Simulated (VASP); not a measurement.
These are PBEsol GGA, VASP's PBE PAW potentials (set 64) (plane waves; VASP) values and carry that method's errors.

A VASP calculation is set up with these files.

**POSCAR**
```
Os
1
    1.3790330646    -2.3885549771     0.0000000000
    1.3790330646     2.3885549771     0.0000000000
    0.0000000000     0.0000000000     4.3490321340
Os
2
Direct
  0.3333330000   0.6666670000   0.2500000000
  0.6666670000   0.3333330000   0.7500000000
```

KPOINTS:
```
Regular mesh
0
gamma
15 15 9
```

### INCAR
```
SYSTEM = Os
PREC = Accurate
ENCUT = 520
EDIFF = 1E-7
NELM = 100
ALGO = Normal
LREAL = .FALSE.
LASPH = .TRUE.
ISMEAR = 1
SIGMA = 0.1
GGA = PS
LMAXMIX = 6
LWAVE = .FALSE.
LCHARG = .FALSE.
ISIF = 4
IBRION = 2
NSW = 30
EDIFFG = -0.01
```

POTCAR, in this order: Os (PBE.64 set). Program: vasp_std.

### Question
What will the output report for the number of irreducible k-points (NKPTS), largest plane-wave count, number of space-group operations, FFT grid (NGX, NGY, NGZ)?

### Answer

```
Quantity                                       Value
--------------------------------------  ------------
number of irreducible k-points (NKPTS)           135
largest plane-wave count                         783
number of space-group operations                  24
FFT grid (NGX, NGY, NGZ)                24 × 24 × 32
```

The compound is Os in the hcp structure. This cell is one point of a volume scan, at 1.03 of the reference volume. Symmetry was kept, so distortions that lower it aren't found.
